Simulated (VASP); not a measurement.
The input files of a VASP run:

File POSCAR:
```
PbF2
1
    0.0000000000     2.9700000000     2.9700000000
    2.9700000000     0.0000000000     2.9700000000
    2.9700000000     2.9700000000     0.0000000000
Pb F
1 2
Direct
  0.0000000000   0.0000000000   0.0000000000
  0.2500000000   0.2500000000   0.2500000000
  0.7500000000   0.7500000000   0.7500000000
```

KPOINTS:
```
Automatic mesh
0
Gamma
5 5 5
0 0 0
```

INCAR:
```
SYSTEM = PbF2
PREC = Accurate
ENCUT = 520
EDIFF = 1E-6
NELM = 100
ALGO = Normal
LREAL = .FALSE.
LASPH = .TRUE.
ISMEAR = 0
SIGMA = 0.05
GGA = PE
LMAXMIX = 4
LWAVE = .FALSE.
LCHARG = .FALSE.
ISIF = 2
ICHARG = 11
```

POTCAR, in this order: Pb_d F (PBE.64 set). Program: vasp_std.

Output

File standard output:
```
 POSCAR found type information on POSCAR PbF
 POSCAR found :  2 types and       3 ions
 Reading from existing POTCAR
 Reading from existing POTCAR
 LDA part: xc-table for (Slater+PW92), standard interpolation
 WARNING: stress and forces are not correct
 POSCAR, INCAR and KPOINTS ok, starting setup
 WAVECAR not read
 WARNING: CHGCAR is incomplete

 -----------------------------------------------------------------------------
|                                                                             |
|     EEEEEEE  RRRRRR   RRRRRR   OOOOOOO  RRRRRR      ###     ###     ###     |
|     E        R     R  R     R  O     O  R     R     ###     ###     ###     |
|     E        R     R  R     R  O     O  R     R     ###     ###     ###     |
|     EEEEE    RRRRRR   RRRRRR   O     O  RRRRRR       #       #       #      |
|     E        R   R    R   R    O     O  R   R                               |
|     E        R    R   R    R   O     O  R    R      ###     ###     ###     |
|     EEEEEEE  R     R  R     R  OOOOOOO  R     R     ###     ###     ###     |
|                                                                             |
|     ICHARG>10                                                               |
|                                                                             |
|       ---->  I REFUSE TO CONTINUE WITH THIS SICK JOB ... BYE!!! <----       |
|                                                                             |
 -----------------------------------------------------------------------------
```

Read the log: what went wrong, and how is it fixed?

The cause: ICHARG = 11 asks for a fixed density, but there is no CHGCAR. VASP stops with an error: ERROR: charge density could not be read from file CHGCAR for ICHARG>10 ----> I REFUSE TO CONTINUE WITH THIS SICK JOB ... BYE!!! <---- To mend it, run self-consistently first and keep its CHGCAR, or remove ICHARG. The plain static run on this cell (PBE GGA, plane waves, VASP's PBE PAW potentials (set 64)) converges, and its OSZICAR ends with
```
   1 F= -.14339228E+02 E0= -.14339228E+02  d E =-.521409E-17
```

The compound is PbF2 in the fluorite structure, the β form. The cell was not relaxed at this level.
